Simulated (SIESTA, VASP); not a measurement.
The input files of a VASP run:

### POSCAR
```
In
1
   -1.6250000000     1.6250000000     2.4750000000
    1.6250000000    -1.6250000000     2.4750000000
    1.6250000000     1.6250000000    -2.4750000000
In
1
Direct
  0.0000000000   0.0000000000   0.0000000000
```

KPOINTS:
```
Automatic mesh
0
Gamma
15 15 15
0 0 0
```

**INCAR**
```
# general
SYSTEM =In
PREC   =Accurate
ENCUT  =300
LREAL  =F
LASPH  =T

# electronic loop
EDIFF  =1E-6
NELM   =100
ALGO   =Normal
LMAXMIX=4

# smearing
ISMEAR =-1
SIGMA  =0.1

# functional
GGA    =PE

# ions
IBRION =2
NSW    =50
ISIF   =3
EDIFFG =-0.01

# output
LWAVE  =F
LCHARG =F
```

POTCAR, in this order: In_d (PBE.64 set). Program: vasp_std.

Task: Write an input for SIESTA that does the same calculation.

Result: One input that does it (GGA PBE, numerical atomic orbitals DZP, PseudoDojo PBE standard norm-conserving potentials (rewritten from UPF to PSML)):
```
# files in the folder: In.psml (PseudoDojo PBE standard)
SystemName  In
SystemLabel In

NumberOfAtoms                1
NumberOfSpecies              1
%block ChemicalSpeciesLabel
  1 49 In
%endblock ChemicalSpeciesLabel
LatticeConstant              1.0 Ang
%block LatticeVectors
    -1.625000000    1.625000000    2.475000000
     1.625000000   -1.625000000    2.475000000
     1.625000000    1.625000000   -2.475000000
%endblock LatticeVectors
AtomicCoordinatesFormat      Bohr
%block AtomicCoordinatesAndAtomicSpecies
     0.000000000    0.000000000    0.000000000  1
%endblock AtomicCoordinatesAndAtomicSpecies

XC.functional                GGA
XC.authors                   PBE
PAO.BasisSize                DZP
PAO.EnergyShift              0.01 Ry
MeshCutoff                   300 Ry
%block kgrid.MonkhorstPack
   15   0   0  0.0
    0  15   0  0.0
    0   0  15  0.0
%endblock kgrid.MonkhorstPack
OccupationFunction           FD
ElectronicTemperature        1160.45 K

MaxSCFIterations             150
SCF.Mixer.Method             Pulay
SCF.Mixer.Weight             0.1
SCF.Mixer.History            6
SCF.DM.Tolerance             1.0E-04
Diag.ParallelOverK           true
MD.TypeOfRun                 Broyden
MD.Steps                     40
MD.MaxForceTol               0.02 eV/Ang
MD.VariableCell              true
MD.MaxStressTol              0.05 GPa
WriteForces                  true
```
Both inputs were run and reached self-consistency, which says nothing on mesh or cut-off. Potentials, basis and cut-offs are each code's own, so they don't translate, and total energies aren't comparable.

The structure is a typed In crystal (I4/mmm).
